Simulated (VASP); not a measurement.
# Re (Rhenium) with r2SCAN: from relaxation to properties, part 4 of 4

What structure does Re (Rhenium) take at this level, and what are its properties? Left out of this account: 1 further run (core levels: core levels are not valid at this level). The start is a cell from a database of measured crystal structures.

VASP 6.6.1, plane waves and PAW; the level of theory is named at each step.

Still holding for the runs below: The k-mesh is coarse for a metal.

So far. Step 9 (Volume scan with r2SCAN (run 4)): The pressure falls from 8.28 to -0.04 GPa. Step 9 (Volume scan with r2SCAN (run 4)): The run ends at a pressure of -0.04 GPa.

### 10. Volume scan with r2SCAN (run 5)

Level of this step: r2SCAN; plane waves and PAW (Re) (VASP).

Input file INCAR:

```
SYSTEM = Re
PREC = Accurate
ENCUT = 400
EDIFF = 1E-06
NELM = 100
ISMEAR = 1
SIGMA = 0.2
LREAL = .FALSE.
ALGO = Normal
METAGGA = R2SCAN
LASPH = .TRUE.
NBANDS = 13
LORBIT = 11
LWAVE = .FALSE.
LCHARG = .FALSE.
KPAR = 2
ISIF = 2
```

Input file POSCAR:

```
Re
1.0
    2.7769591532      0.0000000000      0.0000000000
   -1.3884795766      2.4049171720      0.0000000000
    0.0000000000      0.0000000000      4.4894772050
Re
2
Direct
    0.3333333333      0.6666666667      0.2500000000
    0.6666666667      0.3333333333      0.7500000000
```

Input file KPOINTS:

```
Automatic mesh
0
Gamma
8 8 5
0 0 0
```

Potentials, in the order of the species: Re (PBE family, release 64).

On the command line:

```bash
$ mpirun -np 2 vasp_std
```

Output:

```text
[... set-up lines as in an earlier step ...]
 entering main loop
       N       E                     dE             d eps       ncg     rms          rms(c)
DAV:   1    -0.674210018199E+02   -0.67421E+02   -0.62759E+03  1550   0.123E+03
DAV:   2    -0.104992169477E+03   -0.37571E+02   -0.33406E+02  1258   0.264E+02
DAV:   3    -0.106158048655E+03   -0.11659E+01   -0.10684E+01  1363   0.508E+01
DAV:   4    -0.106177232446E+03   -0.19184E-01   -0.18626E-01  1260   0.439E+00
[...]
DAV:  10    -0.104889632923E+03   -0.23161E-04   -0.21089E-04  1443   0.312E-01    0.120E-01
DAV:  11    -0.104889637604E+03   -0.46805E-05   -0.30458E-05  1335   0.187E-01    0.479E-03
DAV:  12    -0.104889637658E+03   -0.54178E-07   -0.22585E-07   755   0.170E-02
   1 F= -.10488964E+03 E0= -.10488965E+03  d E =0.471810E-04
```

Elapsed: 37 s, on 2 MPI ranks of AMD EPYC 7R43, shared host; peak memory 0.2 GiB.

OUTCAR, selected parts (step 10):

```text
  Total       -1.3921712     -1.3921712     -1.4227779      0.0000000      0.0000000      0.0000000
  in kB      -74.3939870    -74.3939870    -76.0295321      0.0000000      0.0000000      0.0000000
  external PRESSURE =     -74.9391687 kB  Pullay stress =       0.0000000 kB

 POSITION                                       TOTAL-FORCE (eV/Angst)
 -----------------------------------------------------------------------------------
     -0.00000      1.60328      1.12237         0.000000      0.000000      0.000000
      1.38848      0.80164      3.36711        -0.000000      0.000000      0.000000
 -----------------------------------------------------------------------------------
    total drift:                               -0.000000      0.000000     -0.000000

  FREE ENERGIE OF THE ION-ELECTRON SYSTEM (eV)
  ---------------------------------------------------
  free  energy   TOTEN  =      -104.8896376582 eV

  energy  without entropy=     -104.8896848392  energy(sigma->0) =     -104.88965339

[... 1 part as in an earlier step ...]

[... 2 further parts left out ...]
[key lines of the parts left out:]
E-fermi :   7.4057
```

The pressure falls from -0.04 to -7.49 GPa.

The run ends at a pressure of -7.49 GPa.

### 11. Volume scan with r2SCAN (run 6)

INCAR is that of step 10.

Input file POSCAR:

```
Re
1.0
    2.7949918608      0.0000000000      0.0000000000
   -1.3974959304      2.4205339548      0.0000000000
    0.0000000000      0.0000000000      4.5186304712
Re
2
Direct
    0.3333333333      0.6666666667      0.2500000000
    0.6666666667      0.3333333333      0.7500000000
```

KPOINTS is that of step 10.

On the command line:

```bash
$ mpirun -np 2 vasp_std
```

Output:

```text
[... set-up lines as in an earlier step ...]
 entering main loop
       N       E                     dE             d eps       ncg     rms          rms(c)
DAV:   1    -0.637177090430E+02   -0.63718E+02   -0.64222E+03  1550   0.124E+03
DAV:   2    -0.104842248936E+03   -0.41125E+02   -0.35765E+02  1305   0.260E+02
DAV:   3    -0.106177323250E+03   -0.13351E+01   -0.12360E+01  1341   0.552E+01
DAV:   4    -0.106203595207E+03   -0.26272E-01   -0.23215E-01  1259   0.513E+00
[...]
DAV:  11    -0.104849888206E+03   -0.47007E-05   -0.37185E-05  1318   0.224E-01    0.222E-02
DAV:  12    -0.104849889284E+03   -0.10779E-05   -0.40353E-07   740   0.117E-02    0.124E-02
DAV:  13    -0.104849888551E+03    0.73259E-06   -0.19710E-07   680   0.196E-02
   1 F= -.10484989E+03 E0= -.10484973E+03  d E =-.469033E-03
```

Run time: 35 s. Hardware: 2 MPI ranks; peak memory 0.2 GiB.

OUTCAR, selected parts (step 11):

```text
  Total       -2.6851347     -2.6851347     -2.7497087      0.0000000     -0.0000000      0.0000000
  in kB     -140.7272185   -140.7272185   -144.1115278      0.0000000     -0.0000000      0.0000000
  external PRESSURE =    -141.8553216 kB  Pullay stress =       0.0000000 kB

 POSITION                                       TOTAL-FORCE (eV/Angst)
 -----------------------------------------------------------------------------------
     -0.00000      1.61369      1.12966        -0.000000      0.000000      0.000000
      1.39750      0.80684      3.38897         0.000000     -0.000000      0.000000
 -----------------------------------------------------------------------------------
    total drift:                               -0.000000      0.000000     -0.000000

  FREE ENERGIE OF THE ION-ELECTRON SYSTEM (eV)
  ---------------------------------------------------
  free  energy   TOTEN  =      -104.8498885509 eV

  energy  without entropy=     -104.8494195181  energy(sigma->0) =     -104.84973221

[... 1 part as in an earlier step ...]

[... 2 further parts left out ...]
[key lines of the parts left out:]
E-fermi :   7.1672
```

The pressure falls from -7.49 to -14.19 GPa.

The run ends at a pressure of -14.19 GPa.

### 12. Volume scan with r2SCAN (run 7)

A prediction first. A parabola through the 6 pressures of evenly scaled cells so far, P = -0.07 -395.4 t +924 t² GPa with t = ln(V/V₁) and V₁ the volume at scale 1, gives -19.97 GPa at t = +0.0583.

INCAR is that of step 11.

Input file POSCAR:

```
Re
1.0
    2.8127948367      0.0000000000      0.0000000000
   -1.4063974184      2.4359517842      0.0000000000
    0.0000000000      0.0000000000      4.5474123330
Re
2
Direct
    0.3333333333      0.6666666667      0.2500000000
    0.6666666667      0.3333333333      0.7500000000
```

KPOINTS is that of step 11.

On the command line:

```bash
$ mpirun -np 2 vasp_std
```

Output:

```text
[... set-up lines as in an earlier step ...]
 entering main loop
       N       E                     dE             d eps       ncg     rms          rms(c)
DAV:   1    -0.674604015832E+02   -0.67460E+02   -0.61960E+03  1560   0.121E+03
DAV:   2    -0.105027651202E+03   -0.37567E+02   -0.33364E+02  1289   0.261E+02
DAV:   3    -0.106191678951E+03   -0.11640E+01   -0.11072E+01  1357   0.498E+01
DAV:   4    -0.106208737821E+03   -0.17059E-01   -0.17012E-01  1288   0.433E+00
[...]
DAV:  11    -0.104786844755E+03   -0.59988E-05   -0.42096E-05  1303   0.251E-01    0.358E-02
DAV:  12    -0.104786846358E+03   -0.16030E-05   -0.29464E-07   745   0.152E-02    0.388E-03
DAV:  13    -0.104786845473E+03    0.88516E-06   -0.23157E-07   660   0.183E-02
   1 F= -.10478685E+03 E0= -.10478658E+03  d E =-.796052E-03
```

The job ended after 36 s (2 MPI ranks; peak memory 0.19 GiB; 70 s of CPU time).

From OUTCAR (step 12):

```text
  Total       -3.8955453     -3.8955453     -3.9909784      0.0000000     -0.0000000      0.0000000
  in kB     -200.3123683   -200.3123683   -205.2196199      0.0000000     -0.0000000      0.0000000
  external PRESSURE =    -201.9481188 kB  Pullay stress =       0.0000000 kB

 POSITION                                       TOTAL-FORCE (eV/Angst)
 -----------------------------------------------------------------------------------
     -0.00000      1.62397      1.13685        -0.000000      0.000000      0.000000
      1.40640      0.81198      3.41056         0.000000      0.000000      0.000000
 -----------------------------------------------------------------------------------
    total drift:                                0.000000     -0.000000     -0.000000

  FREE ENERGIE OF THE ION-ELECTRON SYSTEM (eV)
  ---------------------------------------------------
  free  energy   TOTEN  =      -104.7868454730 eV

  energy  without entropy=     -104.7860494207  energy(sigma->0) =     -104.78658012

[... 1 part as in an earlier step ...]

[... 2 further parts left out ...]
[key lines of the parts left out:]
E-fermi :   6.9379
```

The pressure falls from -14.19 to -20.19 GPa. The parabola predicted -19.97 GPa, +0.22 GPa off.

### 13. Side by side

Times are for 2 MPI ranks of AMD EPYC 7R43, shared host. The runs compared:

| no. | volume scale | energy above the lowest point (meV/atom) | pressure (GPa) | time | memory (GiB) |
| --- | --- | --- | --- | --- | --- |
| 1 | 0.94 | 72.86 | 27.97 | 38 s | 0.2 |
| 2 | 0.96 | 31.12 | 17.56 | 35 s | 0.17 |
| 3 | 0.98 | 7.48 | 8.282 | 29 s | 0.2 |
| 4 | 1 | 0 | -0.04364 | 35 s | 0.2 |
| 5 | 1.02 | 6.97 | -7.494 | 37 s | 0.2 |
| 6 | 1.04 | 26.93 | -14.19 | 35 s | 0.2 |
| 7 | 1.06 | 58.51 | -20.19 | 36 s | 0.19 |

### 14. Fit for r2SCAN

This step: Birch-Murnaghan fit, r2SCAN; plane waves and PAW (VASP 6.6.1).

This step runs nothing: it gathers the runs above.

Numbers from this step:

```yaml
pressure_derivative_of_the_bulk_modulus: 4.521
r_m_s_error_of_the_fit: 8.15e-6 eV/atom
minimum_inside_the_sampled_range: yes
bulk_modulus: 394.2 GPa
equilibrium_volume_of_the_fit: 14.70 Å³/atom
```

Energy above the fitted minimum against volume:

| volume (Å³/atom) | energy above the fitted minimum (eV/atom) |
| --- | --- |
| 13.815 | 0.0729 |
| 14.109 | 0.0311 |
| 14.403 | 0.00749 |
| 14.697 | 9.5e-6 |
| 14.991 | 0.00698 |
| 15.285 | 0.0269 |
| 15.579 | 0.0585 |

The fitted volume lies -0.00 % from the relaxed one.

### 15. Band structure (r2SCAN + SOC)

This step: r2SCAN, spin-orbit coupling; plane waves and PAW (Re) (VASP 6.6.1).

Levels along the symmetry lines show where the bands peak and cross; KPOINTS_OPT computes them in the converged potential. Spin-orbit coupling needs spinors and the noncollinear program, where each band holds one electron.

Edit INCAR of step 12 so:

```diff
@@ -11,3 +11,8 @@
 LASPH = .TRUE.
-NBANDS = 13
+LNONCOLLINEAR = .TRUE.
+MAGMOM = 0 0 0 0 0 0
+NBANDS = 26
+GGA_COMPAT = .FALSE.
+LSORBIT = .TRUE.
+LMAXMIX = 4
 LORBIT = 11
@@ -16,2 +21 @@
 KPAR = 2
-ISIF = 2
```

Input file POSCAR:

```
Re
1.0
    2.7586891562      0.0000000000      0.0000000000
   -1.3793445781      2.3890948904      0.0000000000
    0.0000000000      0.0000000000      4.4599403156
Re
2
Direct
    0.3333333333      0.6666666667      0.2500000000
    0.6666666667      0.3333333333      0.7500000000
```

Input file KPOINTS:

```
Automatic mesh
0
Gamma
7 7 4
0 0 0
```

Input file KPOINTS_OPT:

```
Line mode
16
Line-mode
Reciprocal
  0.00000000   0.00000000   0.00000000 GAMMA
  0.50000000   0.00000000   0.00000000 M

  0.50000000   0.00000000   0.00000000 M
  0.33333333   0.33333333   0.00000000 K

  0.33333333   0.33333333   0.00000000 K
  0.00000000   0.00000000   0.00000000 GAMMA

  0.00000000   0.00000000   0.00000000 GAMMA
  0.00000000   0.00000000   0.50000000 A

  0.00000000   0.00000000   0.50000000 A
  0.50000000   0.00000000   0.50000000 L

  0.50000000   0.00000000   0.50000000 L
  0.33333333   0.33333333   0.50000000 H

  0.33333333   0.33333333   0.50000000 H
  0.00000000   0.00000000   0.50000000 A

  0.50000000   0.00000000   0.50000000 L
  0.50000000   0.00000000   0.00000000 M

  0.33333333   0.33333333   0.00000000 K
  0.33333333   0.33333333   0.50000000 H
```

On the command line:

```bash
$ mpirun -np 2 vasp_ncl
```

Output:

```text
[... set-up lines as in an earlier step ...]
 entering main loop
       N       E                     dE             d eps       ncg     rms          rms(c)
DAV:   1    -0.224821243589E+02   -0.22482E+02   -0.56153E+03  2436   0.128E+03
DAV:   2    -0.100186823022E+03   -0.77705E+02   -0.67614E+02  2442   0.504E+02
DAV:   3    -0.106466113822E+03   -0.62793E+01   -0.52622E+01  2362   0.210E+02
DAV:   4    -0.106709096931E+03   -0.24298E+00   -0.23433E+00  2176   0.350E+01
DAV:   5    -0.106715468390E+03   -0.63715E-02   -0.63363E-02  2072   0.431E+00    0.394E+01
DAV:   6    -0.105777212588E+03    0.93826E+00   -0.34703E-01  2454   0.124E+01    0.213E+01
DAV:   7    -0.105576154237E+03    0.20106E+00   -0.25996E-01  2484   0.164E+01    0.898E+00
DAV:   8    -0.105550955724E+03    0.25199E-01   -0.36080E-02  2496   0.495E+00    0.618E-01
DAV:   9    -0.105549236129E+03    0.17196E-02   -0.22542E-03  1998   0.111E+00    0.508E-01
DAV:  10    -0.105548879050E+03    0.35708E-03   -0.64195E-04  2488   0.470E-01    0.618E-02
DAV:  11    -0.105548896060E+03   -0.17010E-04   -0.13797E-05  2248   0.107E-01    0.255E-02
DAV:  12    -0.105548904156E+03   -0.80966E-05   -0.23618E-05  2074   0.847E-02    0.140E-02
DAV:  13    -0.105548905657E+03   -0.15009E-05   -0.31066E-07   950   0.140E-02    0.927E-03
DAV:  14    -0.105548905787E+03   -0.13024E-06   -0.24049E-07   844   0.220E-02
   1 F= -.10554891E+03 E0= -.10554886E+03  d E =-.130897E-03  mag=    -0.0000    -0.0000    -0.0000
 Start KPOINTS_OPT (optional k-point list driver)
k-point batch [1-24\144]
       N       E                     dE             ncg
DAV:   1     0.348962643684E+04   -0.46265E+04     2432
DAV:   2     0.160798300934E+04   -0.18816E+04     2448
DAV:   3     0.144887452700E+04   -0.15911E+03     2400
DAV:   4     0.144290676929E+04   -0.59678E+01     2176
DAV:   5     0.144272819955E+04   -0.17857E+00     2060
DAV:   6     0.144271410309E+04   -0.14096E-01     2144
DAV:   7     0.144271323406E+04   -0.86902E-03     2040
DAV:   8     0.144271313542E+04   -0.98638E-04     2112
DAV:   9     0.144271312503E+04   -0.10398E-04     1824
DAV:  10     0.144271312412E+04   -0.90625E-06     1360
[...]
k-point batch [121-144\144]
       N       E                     dE             ncg
DAV:   1     0.351178633476E+04   -0.10318E+05     2452
DAV:   2     0.165949972075E+04   -0.18523E+04     2448
DAV:   3     0.150251796745E+04   -0.15698E+03     2420
DAV:   4     0.149728314926E+04   -0.52348E+01     2288
DAV:   5     0.149709575956E+04   -0.18739E+00     2114
DAV:   6     0.149708711746E+04   -0.86421E-02     2104
DAV:   7     0.149708647517E+04   -0.64229E-03     2076
DAV:   8     0.149708641472E+04   -0.60452E-04     2086
DAV:   9     0.149708640828E+04   -0.64353E-05     1686
DAV:  10     0.149708640792E+04   -0.36196E-06     1238
```

Run time: 10 min. Hardware: 2 MPI ranks; peak memory 0.33 GiB; 20 min of CPU time.

Parts of OUTCAR (step 15):

```text
   k-points           NKPTS =     24   k-points in BZ     NKDIM =     24   number of bands    NBANDS=     26

   NELECT =      14.0000    total number of electrons

 E-fermi :   7.7678

 k-point     1 :       0.0000    0.0000    0.0000
  band No.  band energies     occupation
    ...
     10       6.4421      1.00000
     11       6.4983      1.00000
     12       6.4983      1.00000
     13       7.3164      1.00320
     14       7.3164      1.00320
     15       7.8636      0.14155
     16       7.8636      0.14155
     17       8.1622     -0.00874
     18       8.1622     -0.00874
     19       8.2469     -0.00182
    ...

  Total        0.0607629      0.0607629      0.0416348     -0.0000000     -0.0000000      0.0000000
  in kB        3.3119501      3.3119501      2.2693545     -0.0000000     -0.0000000      0.0000000
  external PRESSURE =       2.9644182 kB  Pullay stress =       0.0000000 kB

 POSITION                                       TOTAL-FORCE (eV/Angst)
 -----------------------------------------------------------------------------------
     -0.00000      1.59273      1.11499         0.000000     -0.000000      0.000000
      1.37934      0.79636      3.34496        -0.000000      0.000000      0.000000
 -----------------------------------------------------------------------------------
    total drift:                                0.000000     -0.000000      0.000000

  FREE ENERGIE OF THE ION-ELECTRON SYSTEM (eV)
  ---------------------------------------------------
  free  energy   TOTEN  =      -105.5489057873 eV

  energy  without entropy=     -105.5487748903  energy(sigma->0) =     -105.54886215

 Spin-Orbit-Coupling matrix elements
 Ion:    1  E_soc:     -0.6600208
 Ion:    2  E_soc:     -0.6600208

 magnetization (x)
# of ion       s       p       d       tot
------------------------------------------
    1        0.000   0.000   0.000   0.000
    2        0.000   0.000   0.000   0.000
--------------------------------------------------
tot          0.000   0.000   0.000   0.000

 magnetization (y)
# of ion       s       p       d       tot
------------------------------------------
    1        0.000   0.000  -0.000  -0.000
    2        0.000  -0.000  -0.000  -0.000
--------------------------------------------------
tot          0.000   0.000  -0.000  -0.000

 magnetization (z)
# of ion       s       p       d       tot
------------------------------------------
    1        0.000   0.000   0.000   0.000
    2        0.000   0.000   0.000   0.000
--------------------------------------------------
tot          0.000   0.000   0.000   0.000

[... 7 parts as in an earlier step ...]

[... 9 further parts left out ...]
```

Numbers from this step:

* SCF cycles: 14
* bands: 26
* irreducible k-points: 24
* free energy (TOTEN): -105.5489 eV
* Fermi energy: 7.768 eV
* pressure: 0.2964 GPa

On-site spin-orbit energy by atom:

| atom | on-site spin-orbit energy (eV) |
| --- | --- |
| Re1 | -0.660 |
| Re2 | -0.660 |

Electronic bands along the path, in eV, zero at the Fermi level; # counts the bands kept:

| point | #11 | #12 | #13 | #14 | #15 | #16 | #17 | #18 |
| --- | --- | --- | --- | --- | --- | --- | --- | --- |
| Γ | -1.27 | -1.27 | -0.45 | -0.45 | 0.10 | 0.10 | 0.39 | 0.39 |
| 0.47 of the way | -1.12 | -1.12 | -0.65 | -0.65 | 0.27 | 0.27 | 0.54 | 0.54 |
| M | -1.55 | -1.55 | -0.64 | -0.64 | 4.10 | 4.10 | 4.29 | 4.29 |
| 0.53 of the way | -1.82 | -1.82 | -0.44 | -0.44 | 3.18 | 3.18 | 3.83 | 3.83 |
| K | -2.24 | -2.24 | -0.07 | -0.07 | 2.91 | 2.91 | 3.33 | 3.33 |
| 0.47 of the way | -1.79 | -1.79 | -0.63 | -0.63 | 0.60 | 0.60 | 2.04 | 2.04 |
| Γ | -1.27 | -1.27 | -0.45 | -0.45 | 0.10 | 0.10 | 0.39 | 0.39 |
| 0.53 of the way | -1.60 | -1.60 | -1.46 | -1.46 | -0.91 | -0.91 | 1.14 | 1.14 |
| A | -2.11 | -2.11 | -1.52 | -1.52 | -1.52 | -1.52 | 2.54 | 2.54 |
| 0.47 of the way | -2.13 | -2.13 | -0.35 | -0.35 | -0.35 | -0.35 | 2.50 | 2.50 |
| L | 0.23 | 0.23 | 0.90 | 0.90 | 0.90 | 0.90 | 4.33 | 4.33 |
| 0.47 of the way | -1.55 | -1.55 | 0.65 | 0.65 | 1.02 | 1.02 | 3.77 | 3.77 |
| H | -2.38 | -2.38 | -0.22 | -0.22 | 0.31 | 0.31 | 3.41 | 3.41 |
| 0.47 of the way | -2.66 | -2.66 | -0.19 | -0.19 | 0.02 | 0.02 | 3.24 | 3.24 |
| A | -2.11 | -2.11 | -1.52 | -1.52 | -1.52 | -1.52 | 2.54 | 2.54 |
| jump to L | 0.23 | 0.23 | 0.90 | 0.90 | 0.90 | 0.90 | 4.33 | 4.33 |
| 0.47 of the way | -0.65 | -0.65 | 1.05 | 1.05 | 2.65 | 2.65 | 4.22 | 4.22 |
| M | -1.55 | -1.55 | -0.64 | -0.64 | 4.10 | 4.10 | 4.29 | 4.29 |
| jump to K | -2.24 | -2.24 | -0.07 | -0.07 | 2.91 | 2.91 | 3.33 | 3.33 |
| 0.47 of the way | -2.34 | -2.34 | -0.22 | -0.22 | 2.03 | 2.03 | 3.31 | 3.31 |
| H | -2.38 | -2.38 | -0.22 | -0.22 | 0.31 | 0.31 | 3.41 | 3.41 |

There is no gap at this level.

Of the bands kept, 10 cross the Fermi level on this path (spinor bands, one electron each).

### 16. Outcome

```
relaxed volume                            : 14.70 Å³/atom
relaxed conventional cell a, b, c         : 2.759, 2.759, 4.460 Å; angles 90.0, 90.0, 120.0°
space group after relaxing, within 0.02 Å : P6_3/mmc (No. 194)
band gap                                  : none, a metal
DOS at the Fermi level                    : 1.07 states/eV/cell
bulk modulus from the fit                 : 394 GPa
volume from the fit                       : 14.7 Å³/atom
band gap (r2SCAN + SOC)                   : none, a metal
```

What this shows: With r2SCAN, Re (Rhenium) relaxes to 14.70 Å³/atom in space group P6_3/mmc (held by the symmetry of the run), comes out as a metal and has a bulk modulus of 394 GPa at fixed shape and positions, an upper bound. Against the listed cell the volume lies -0.1 % (a -0.1 %, c under 0.05 %). Band structure (r2SCAN): Of the bands kept, 6 cross the Fermi level on this path. Band structure (r2SCAN + SOC): Of the bands kept, 10 cross the Fermi level on this path (spinor bands, one electron each). The k-sampling is coarse for a metal, so the Fermi level, pressures and the shape of the cell carry errors. No search among competing phases was made. All values are for a static lattice at zero temperature.

[Lines on the potential files, build, host, timing and source positions are cut from VASP's logs without a mark.]

[Logs are printed without paths, hosts, clocks, repeated set-up lines and the standing remarks that a program may print on its own settings, such as how far it seeks lower states.]

[Hosts, paths, dates, database ids (printed as entryN), source tags and the programs' standing remarks are cut or masked in the printed files.]

[A measured line is paired with the nearest computed mode of its activity, which favours agreement.]
